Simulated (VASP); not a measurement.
Method: PBEsol GGA, VASP's PBE PAW potentials (set 64) (plane waves; VASP).

Input for VASP

**INCAR**
```
SYSTEM = Tm
PREC = Accurate
ENCUT = 530
EDIFF = 1E-7
NELM = 100
ALGO = Normal
LREAL = .FALSE.
LASPH = .TRUE.
ISMEAR = 1
SIGMA = 0.1
GGA = PS
LMAXMIX = 6
LWAVE = .FALSE.
LCHARG = .FALSE.
IBRION = 6
ISIF = 3
NFREE = 2
POTIM = 0.015
NSW = 1
```

KPOINTS:
```
Automatic mesh
0
Gamma
10 10 10
0 0 0
```

File POSCAR:
```
Tm
3.1427750
  1.0000001223   0.0000000000   0.0000000000
  0.0000000000   1.0000001223   0.0000000000
  0.0000000000   0.0000000000   1.0000001223
Tm
1
Cart
  0.0000000000   0.0000000000   0.0000000000
```

POTCAR, in this order: Tm_3 (PBE.64 set). Program: vasp_std.

Output

### OSZICAR
```
...
DAV:   7    -0.405497279226E+01   -0.54240E-04   -0.11999E-06  2784   0.782E-03    0.218E-03
DAV:   8    -0.405497497149E+01   -0.21792E-05   -0.46619E-08  1568   0.146E-03    0.659E-04
DAV:   9    -0.405497639833E+01   -0.14268E-05   -0.52182E-09  1392   0.694E-04    0.581E-05
DAV:  10    -0.405497734563E+01   -0.94730E-06   -0.72715E-10  1320   0.354E-04    0.224E-05
DAV:  11    -0.405497736770E+01   -0.22067E-07   -0.21489E-10  1264   0.166E-04
   6 F= -.40549774E+01 E0= -.40550075E+01  d E =0.904859E-04
       N       E                     dE             d eps       ncg     rms          rms(c)
DAV:   1    -0.414162027525E+01   -0.86643E-01   -0.13851E+00  2824   0.122E+01    0.158E+00
DAV:   2    -0.407303865617E+01    0.68582E-01   -0.87313E-02  3048   0.245E+00    0.694E-01
DAV:   3    -0.405481652979E+01    0.18222E-01   -0.55330E-02  3256   0.192E+00    0.351E-01
DAV:   4    -0.405479351723E+01    0.23013E-04   -0.15194E-03  2728   0.297E-01    0.144E-01
DAV:   5    -0.405472527709E+01    0.68240E-04   -0.47106E-04  2960   0.233E-01    0.389E-02
DAV:   6    -0.405473073688E+01   -0.54598E-05   -0.16155E-05  2448   0.312E-02    0.860E-03
DAV:   7    -0.405473079512E+01   -0.58234E-07   -0.52508E-07  3048   0.708E-03
   7 F= -.40547308E+01 E0= -.40546264E+01  d E =-.313263E-03
       N       E                     dE             d eps       ncg     rms          rms(c)
DAV:   1    -0.408291447937E+01   -0.28184E-01   -0.54003E-01  7792   0.748E+00    0.885E-01
DAV:   2    -0.406212830890E+01    0.20786E-01   -0.30244E-02  7616   0.141E+00    0.372E-01
DAV:   3    -0.405710060885E+01    0.50277E-02   -0.14144E-02  8248   0.101E+00    0.180E-01
DAV:   4    -0.405705647895E+01    0.44130E-04   -0.37029E-04  8184   0.206E-01    0.521E-02
DAV:   5    -0.405705265626E+01    0.38227E-05   -0.75723E-05  8632   0.997E-02    0.177E-02
DAV:   6    -0.405705291553E+01   -0.25928E-06   -0.53711E-06  6288   0.197E-02    0.252E-03
DAV:   7    -0.405705296525E+01   -0.49719E-07   -0.12272E-07  5384   0.396E-03
   8 F= -.40570530E+01 E0= -.40571188E+01  d E =0.197571E-03
       N       E                     dE             d eps       ncg     rms          rms(c)
DAV:   1    -0.406563569933E+01   -0.85828E-02   -0.28206E-01  7072   0.469E+00    0.535E-01
DAV:   2    -0.406009764958E+01    0.55380E-02   -0.53344E-03  8328   0.813E-01    0.311E-01
DAV:   3    -0.405703564635E+01    0.30620E-02   -0.39258E-03  9096   0.769E-01    0.139E-02
DAV:   4    -0.405705203814E+01   -0.16392E-04   -0.14843E-04  5256   0.108E-01    0.843E-03
DAV:   5    -0.405705308263E+01   -0.10445E-05   -0.22307E-06  8624   0.214E-02    0.204E-03
DAV:   6    -0.405705303292E+01    0.49712E-07   -0.20053E-07  6904   0.533E-03
   9 F= -.40570530E+01 E0= -.40571187E+01  d E =0.197069E-03
       N       E                     dE             d eps       ncg     rms          rms(c)
DAV:   1    -0.406107323118E+01   -0.40201E-02   -0.27360E-01  7152   0.463E+00    0.369E-01
DAV:   2    -0.405863325259E+01    0.24400E-02   -0.43038E-03  8144   0.711E-01    0.215E-01
DAV:   3    -0.405704213941E+01    0.15911E-02   -0.19441E-03  9272   0.585E-01    0.188E-02
DAV:   4    -0.405704972800E+01   -0.75886E-05   -0.97518E-05  5472   0.977E-02    0.111E-02
DAV:   5    -0.405705265631E+01   -0.29283E-05   -0.45118E-06  9392   0.306E-02    0.149E-03
DAV:   6    -0.405705286731E+01   -0.21100E-06   -0.28687E-07  5224   0.596E-03    0.512E-04
DAV:   7    -0.405705301647E+01   -0.14916E-06   -0.15970E-08  3576   0.164E-03    0.154E-04
DAV:   8    -0.405705303353E+01   -0.17054E-07   -0.22927E-09  3040   0.760E-04
  10 F= -.40570530E+01 E0= -.40571187E+01  d E =0.196980E-03
       N       E                     dE             d eps       ncg     rms          rms(c)
DAV:   1    -0.406569531843E+01   -0.86423E-02   -0.29207E-01  7136   0.468E+00    0.534E-01
DAV:   2    -0.406009158149E+01    0.56037E-02   -0.48320E-03  8224   0.757E-01    0.311E-01
DAV:   3    -0.405703628130E+01    0.30553E-02   -0.39129E-03  9128   0.767E-01    0.135E-02
DAV:   4    -0.405705205206E+01   -0.15771E-04   -0.14130E-04  5296   0.107E-01    0.826E-03
DAV:   5    -0.405705307109E+01   -0.10190E-05   -0.21587E-06  8440   0.212E-02    0.193E-03
DAV:   6    -0.405705303077E+01    0.40319E-07   -0.15981E-07  6008   0.483E-03
  11 F= -.40570530E+01 E0= -.40571187E+01  d E =0.197073E-03
       N       E                     dE             d eps       ncg     rms          rms(c)
DAV:   1    -0.406077303655E+01   -0.37200E-02   -0.26769E-01  7296   0.441E+00    0.366E-01
DAV:   2    -0.405838430202E+01    0.23887E-02   -0.35897E-03  7976   0.644E-01    0.215E-01
DAV:   3    -0.405700070318E+01    0.13836E-02   -0.19922E-03  9272   0.587E-01    0.188E-02
DAV:   4    -0.405702839259E+01   -0.27689E-04   -0.93551E-05  5392   0.969E-02    0.107E-02
DAV:   5    -0.405705169641E+01   -0.23304E-04   -0.42319E-06  9488   0.304E-02    0.134E-03
DAV:   6    -0.405705245754E+01   -0.76113E-06   -0.25520E-07  5112   0.569E-03    0.454E-04
DAV:   7    -0.405705298357E+01   -0.52603E-06   -0.12588E-08  3664   0.134E-03    0.158E-04
DAV:   8    -0.405705302446E+01   -0.40894E-07   -0.16092E-09  3152   0.657E-04
  12 F= -.40570530E+01 E0= -.40571187E+01  d E =0.196977E-03
       N       E                     dE             d eps       ncg     rms          rms(c)
DAV:   1    -0.406565955384E+01   -0.86066E-02   -0.29873E-01  7496   0.473E+00    0.534E-01
DAV:   2    -0.406008983899E+01    0.55697E-02   -0.51766E-03  7824   0.777E-01    0.311E-01
DAV:   3    -0.405703686728E+01    0.30530E-02   -0.39841E-03  9176   0.772E-01    0.141E-02
DAV:   4    -0.405705209124E+01   -0.15224E-04   -0.13779E-04  5272   0.105E-01    0.820E-03
DAV:   5    -0.405705307174E+01   -0.98050E-06   -0.22758E-06  8632   0.207E-02    0.188E-03
DAV:   6    -0.405705303367E+01    0.38070E-07   -0.16552E-07  6352   0.495E-03
  13 F= -.40570530E+01 E0= -.40571187E+01  d E =0.197098E-03
       N       E                     dE             d eps       ncg     rms          rms(c)
DAV:   1    -0.405624685577E+01    0.80622E-03   -0.57012E-01  1160   0.934E+00    0.242E-01
DAV:   2    -0.405734209206E+01   -0.10952E-02   -0.22702E-02  1056   0.149E+00    0.150E-01
DAV:   3    -0.405677099059E+01    0.57110E-03   -0.14744E-03  1680   0.534E-01    0.737E-03
DAV:   4    -0.405678571388E+01   -0.14723E-04   -0.52038E-05   952   0.702E-02    0.429E-03
DAV:   5    -0.405679039749E+01   -0.46836E-05   -0.76366E-07  1704   0.111E-02    0.435E-04
DAV:   6    -0.405679007539E+01    0.32210E-06   -0.72384E-09   704   0.110E-03    0.881E-05
DAV:   7    -0.405678971115E+01    0.36423E-06   -0.21422E-09   576   0.535E-04    0.307E-05
DAV:   8    -0.405678952459E+01    0.18657E-06   -0.32917E-10   536   0.366E-04    0.102E-05
DAV:   9    -0.405678941060E+01    0.11399E-06   -0.11320E-10   520   0.152E-04    0.116E-05
DAV:  10    -0.405678940149E+01    0.91109E-08   -0.25355E-11   488   0.103E-04
  14 F= -.40567894E+01 E0= -.40568358E+01  d E =0.139318E-03
       N       E                     dE             d eps       ncg     rms          rms(c)
DAV:   1    -0.405028147809E+01    0.65079E-02   -0.17531E+00  1072   0.174E+01    0.588E-02
DAV:   2    -0.405669621503E+01   -0.64147E-02   -0.64077E-02   912   0.253E+00    0.276E-02
DAV:   3    -0.405679246352E+01   -0.96248E-04   -0.10603E-03  1328   0.459E-01    0.171E-02
DAV:   4    -0.405678779743E+01    0.46661E-05   -0.15214E-05  1248   0.650E-02    0.147E-03
DAV:   5    -0.405678835346E+01   -0.55603E-06   -0.38708E-07  1328   0.717E-03    0.645E-04
DAV:   6    -0.405678905046E+01   -0.69700E-06   -0.78752E-08   776   0.436E-03    0.302E-04
DAV:   7    -0.405678938168E+01   -0.33122E-06   -0.23112E-08   608   0.199E-03    0.614E-05
DAV:   8    -0.405678939160E+01   -0.99199E-08   -0.35441E-09   504   0.959E-04
  15 F= -.40567894E+01 E0= -.40568358E+01  d E =0.139341E-03
```

**OUTCAR**
```
------------------------ aborting loop because EDIFF is reached ----------------------------------------
  FORCE on cell =-STRESS in cart. coord.  units (eV):
  Direction    XX          YY          ZZ          XY          YZ          ZX
  --------------------------------------------------------------------------------------
  Total       -0.0064200     -0.0064200     -0.0064200      0.0000000      0.0000000      0.0000000
  in kB       -0.3313642     -0.3313642     -0.3313642      0.0000000      0.0000000      0.0000000
  external PRESSURE =      -0.3313642 kB  Pullay stress =       0.0000000 kB
  volume of cell :       31.04
      direct lattice vectors                 reciprocal lattice vectors
     3.142775385  0.000000000  0.000000000     0.318190096  0.000000000  0.000000000
     0.000000000  3.142775385  0.000000000     0.000000000  0.318190096  0.000000000
     0.000000000  0.000000000  3.142775385     0.000000000  0.000000000  0.318190096
 POSITION                                       TOTAL-FORCE (eV/Angst)
 -----------------------------------------------------------------------------------
     -0.01500      0.00000      0.00000         0.000000      0.000000      0.000000
 -----------------------------------------------------------------------------------
    total drift:                               -0.000026      0.000000     -0.000000
  FREE ENERGIE OF THE ION-ELECTRON SYSTEM (eV)
  ---------------------------------------------------
  free  energy   TOTEN  =        -4.0567893916 eV

  energy  without entropy=       -4.0569287328  energy(sigma->0) =       -4.05683584

   1 f  =    0.000000 THz     0.000000 2PiTHz    0.000000 cm-1     0.000000 meV
             X         Y         Z           dx          dy          dz
      0.000000  0.000000  0.000000     0.000000   -1.000000    0.000000

   2 f  =    0.000000 THz     0.000000 2PiTHz    0.000000 cm-1     0.000000 meV
             X         Y         Z           dx          dy          dz
      0.000000  0.000000  0.000000    -1.000000    0.000000    0.000000

   3 f  =    0.000000 THz     0.000000 2PiTHz    0.000000 cm-1     0.000000 meV
             X         Y         Z           dx          dy          dz
      0.000000  0.000000  0.000000     0.000000    0.000000    1.000000

 ELASTIC MODULI CONTR FROM IONIC RELAXATION (kBar)
 Direction    XX          YY          ZZ          XY          YZ          ZX
 --------------------------------------------------------------------------------
 XX           0.0000      0.0000      0.0000      0.0000      0.0000      0.0000
 YY           0.0000      0.0000      0.0000      0.0000      0.0000      0.0000
 ZZ           0.0000      0.0000      0.0000      0.0000      0.0000      0.0000
 XY           0.0000      0.0000      0.0000      0.0000      0.0000      0.0000
 YZ           0.0000      0.0000      0.0000      0.0000      0.0000      0.0000
 ZX           0.0000      0.0000      0.0000      0.0000      0.0000      0.0000
 --------------------------------------------------------------------------------

 TOTAL ELASTIC MODULI (kBar)
 Direction    XX          YY          ZZ          XY          YZ          ZX
 --------------------------------------------------------------------------------
 XX         888.9838     57.8087     57.8087      0.0000      0.0000      0.0000
 YY          57.8087    888.9838     57.8087      0.0000     -0.0000      0.0000
 ZZ          57.8087     57.8087    888.9838     -0.0000     -0.0000     -0.0000
 XY           0.0000      0.0000     -0.0000   -120.8830      0.0000      0.0000
 YZ           0.0000     -0.0000     -0.0000      0.0000   -120.8830      0.0000
 ZX           0.0000      0.0000     -0.0000      0.0000      0.0000   -120.8830
 --------------------------------------------------------------------------------
```
(Selected blocks of OUTCAR.)

The 4f electrons are frozen in the core of the lanthanide potential, so 4f levels, which can set the real gap, and their magnetism are missing. Finite-difference elastic constants of metals are sensitive to mesh and smearing; shear constants can be off by tens of GPa.

The structure was generated: Tm was put into the simple-cubic type (Pm-3m), which need not be its known phase. It was relaxed first, which changed the volume by -8 %.
